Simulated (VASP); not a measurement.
Input:

```
Ti3Ge
1.0
   -5.05024     5.05024     2.53723
    5.05024    -5.05024     2.53723
    5.05024     5.05024    -2.53723
Ti Ge
12 4
Cartesian
  5.87845   3.96524   1.45656
  3.96524   4.22203  -1.45656
 -0.82821   1.08500   3.99379
  1.08500   0.82821   1.08067
 -1.44453   4.77536   2.63537
  4.77536   1.44453   2.43909
  6.49477   0.27488   0.09814
  0.27488   3.60572  -0.09814
  6.92094   2.85814  -1.32436
  2.85814   3.17954   1.32436
 -1.87070   2.19210   1.21287
  2.19210   1.87070   3.86159
  2.93172  -0.36468   2.66426
  4.68556   2.11852  -0.12703
  2.11852   5.41492   0.12703
  0.36468   2.93172   2.41020
```

All values below come from PBEsol GGA, VASP's PBE PAW potentials (set 64) (plane waves; VASP 6.6.1). Numerical set-up: LREAL = Auto, 400 eV cut-off, 8×8×8 Γ-centred mesh, tetrahedra with Blöchl corrections, potentials Ti_sv Ge_d.

Question: Predict the energy per atom (σ→0), band gap (on the k-mesh) with the smallest direct gap where there is one.

Answer: 
| Quantity | Value |
|---|---|
| band gap (on the k-mesh) | none (metal, semimetal or under 0.01 eV) |
| energy per atom (σ→0) | -7.975 eV/atom |

Total energies compare only between runs with the same potentials, cut-off and functional.

The structure comes from a computed database's Ti3Ge entry (I-4); how it stands against other phases isn't given here. It was relaxed first.
